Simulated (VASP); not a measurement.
Sn:

```
Sn
1.0
    -2.91964    2.91964    1.59380
     2.91964   -2.91964    1.59380
     2.91964    2.91964   -1.59380
Sn
2
Direct
  0.00000 0.00000 0.00000
  0.75000 0.25000 0.50000
```

- Program: VASP 6.6.1
- Task: relaxation of cell and atoms
- Functional: PBE
- Potentials or basis: VASP PAW PBE potentials, release 64 (Sn)
- Cutoff: 300 eV
- k mesh: 6 × 6 × 6
- Occupations: gaussian, width 0.03 eV
- Spin: no spin polarisation

At the start: pressure 2.2 GPa; volume 27.17 Å³/atom.

Task: Where does the relaxation end?

Result: Over 6 steps the energy falls by 9.2 meV/atom and the volume is 28.29 Å³/atom (+4.1 %); space group I4_1/amd (No. 141, to 0.05 Å).

Step by step:
```csv
step,energy change (eV),largest force (eV/Å),pressure (GPa),volume (Å³)
1,0.0000,0.0000,2.21,54.34
2,-0.0171,0.0000,-0.59,57.34
3,-0.0183,0.0000,-0.05,56.66
4,-0.0183,0.0000,-0.09,56.70
5,-0.0185,0.0000,-0.02,56.62
6,-0.0185,0.0000,0.01,56.59
```

Final structure:
```
CELL_PARAMETERS angstrom
-2.97733 2.97733 1.59586
2.97733 -2.97733 1.59586
2.97733 2.97733 -1.59586
ATOMIC_POSITIONS crystal
Sn 0.00000 0.00000 0.00000
Sn 0.75000 0.25000 0.50000
```

Caveat: the k mesh is coarse (spacing up to 0.37 Å⁻¹), so the values aren't converged.
